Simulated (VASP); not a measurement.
Data:

```yaml
crystal:
  lattice:
    - [3.44486, 0.00000, 0.00000]
    - [0.00000, 3.44486, 0.00000]
    - [0.00000, 0.00000, 3.44486]
  atoms:
    - { symbol: Fe, position: [0.00000, 0.00000, 0.00000], spin: 2.7 }
    - { symbol: Ni, position: [0.00000, 0.50000, 0.50000], spin: 0.6 }
    - { symbol: Ni, position: [0.50000, 0.00000, 0.50000], spin: 0.6 }
    - { symbol: Ni, position: [0.50000, 0.50000, 0.00000], spin: 0.6 }
```

These are LDA (Ceperley-Alder, Perdew-Zunger), VASP's LDA PAW potentials (set 64) (plane waves; VASP) values and carry that method's errors. Numerical set-up: 520 eV cut-off, Gaussian smearing of 0.050 eV, potentials Fe Ni.

Task: Estimate the cell moment, band gap (along the path) with the smallest direct gap where there is one.

Result: 
```yaml
band gap (along the path): none (metal, semimetal or under 0.01 eV)
cell_moment: 4.41 μB
```

Only differences to runs with the same potentials and settings are physical.

The compound is Ni3Fe in the L1_2 structure. It was relaxed first, which changed the volume by -9 %.
